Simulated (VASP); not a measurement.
All values below come from RPBE GGA, VASP's PBE PAW potentials (set 64) (plane waves; VASP).

VASP input:

File POSCAR:
```
MoSi2
1
   -1.6149791398     1.6149791398     3.9514959176
    1.6149791398    -1.6149791398     3.9514959176
    1.6149791398     1.6149791398    -3.9514959176
Si Mo
2 1
Direct
  0.6649941620   0.6649941620   0.0000000000
  0.3350058380   0.3350058380   0.0000000000
  0.0000000000   0.0000000000   0.0000000000
```

File KPOINTS:
```
Regular mesh
0
gamma
 12 12 12
0 0 0
```

### INCAR
```
SYSTEM = MoSi2
PREC = Accurate; ENCUT = 520; LREAL = .FALSE.
LASPH = .TRUE.
EDIFF = 1E-6; NELM = 100; ALGO = Normal
LMAXMIX = 4
ISMEAR = 1; SIGMA = 0.1
GGA = RP
IBRION = 2; NSW = 60; ISIF = 3
EDIFFG = -0.02
LWAVE = .FALSE.; LCHARG = .FALSE.
```

POTCAR, in this order: Si Mo_sv (PBE.64 set). Program: vasp_std.

What will the output report for the number of irreducible k-points (NKPTS), largest plane-wave count, number of space-group operations, FFT grid (NGX, NGY, NGZ)?

| Quantity | Result |
|---|---|
| number of irreducible k-points (NKPTS) | 163 |
| largest plane-wave count | 1134 |
| number of space-group operations | 16 |
| FFT grid (NGX, NGY, NGZ) | 36 × 36 × 36 |

The compound is MoSi2 in the MoSi2 type structure. It was relaxed first. The start is the result of an earlier pass.
